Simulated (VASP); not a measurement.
VASP runs on Ba2CuBrO2 (space group R-3m) share one base input (LDA (Ceperley-Alder, Perdew-Zunger), plane waves, VASP's LDA PAW potentials (set 64)) and change the settings named in each case.

### KPOINTS
```
Automatic mesh
0
Gamma
5 5 5
0 0 0
```

### POSCAR
```
Ba2CuBrO2
1.0
  2.1722850000   1.2541690000   9.8672200000
 -2.1722850000   1.2541690000   9.8672200000
  0.0000000000  -2.5083390000   9.8672200000
Ba Cu Br O
2 1 1 2
Cartesian
 -0.0000000000  -0.0000002515   7.4462679713
  0.0000000000  -0.0000007485  22.1553920287
  0.0000000000  -0.0000005000  14.8008300000
  0.0000000000   0.0000000000   0.0000000000
  0.0000000000  -0.0000005612  16.6119187621
 -0.0000000000  -0.0000004388  12.9897412379
```

**INCAR**
```
PREC  =  Accurate
ENCUT  =  400   # plane-wave cut-off (eV)
NELM  =  100
LASPH  =  .TRUE.   # aspherical one-centre terms
ISIF  =  2
LMAXMIX  =  4   # l cut-off of mixed one-centre charges
ALGO  =  Normal
LWAVE  =  .FALSE.
SIGMA  =  0.01   # width (eV)
SYSTEM  =  Ba2CuBrO2
LREAL  =  .FALSE.
ISMEAR  =  0
LCHARG  =  .FALSE.
EDIFF  =  1E-6
```

POTCAR, in this order: Ba_sv Cu Br O (LDA.64 set). Program: vasp_std.

| change | E(σ→0) (eV/atom) | pressure (GPa) | largest force (eV/Å) |
|---|---|---|---|
| base run | -5.8183 | -5.07 | 0.504 |
| GGA = PS, POTCAR Ba_sv Cu Br O (PBE.64 set) | -5.5052 | ? | ? |
| KPOINTS 4×4×4 Γ-centred mesh | -5.8180 | -5.07 | 0.504 |
| LDAU = .TRUE., LDAUJ = 0 0 0 0, LDAUL = -1 2 -1 -1, LDAUTYPE = 2, LDAUU = 0 6.0 0 0 | -5.5142 | ? | ? |

Task: What belongs in the gaps?

Result: 
- LDAU = .TRUE., LDAUJ = 0 0 0 0, LDAUL = -1 2 -1 -1, LDAUTYPE = 2, LDAUU = 0 6.0 0 0, pressure (GPa): -5.41
- LDAU = .TRUE., LDAUJ = 0 0 0 0, LDAUL = -1 2 -1 -1, LDAUTYPE = 2, LDAUU = 0 6.0 0 0, largest force (eV/Å): 0.697
- GGA = PS, POTCAR Ba_sv Cu Br O (PBE.64 set), pressure (GPa): -3.30
- GGA = PS, POTCAR Ba_sv Cu Br O (PBE.64 set), largest force (eV/Å): 0.239

Energies of different potentials or functionals have different zeros.  Unless said otherwise, spin-orbit coupling is left out, though it shifts the bands of the heavy elements here. At 400 eV the pressure can carry a Pulay error.

Left out are runs that ran out of time, are held back, or changed the cell or the kind of run, fixed moments of cells without a moment, rows past the twelfth, gaps on odd meshes, pressures of charged cells and columns that move by less than the noise.

The structure comes from a computed database's Ba2CuBrO2 entry; how it stands against other phases isn't given here. The cell was not relaxed at this level, forces remain on its atoms.
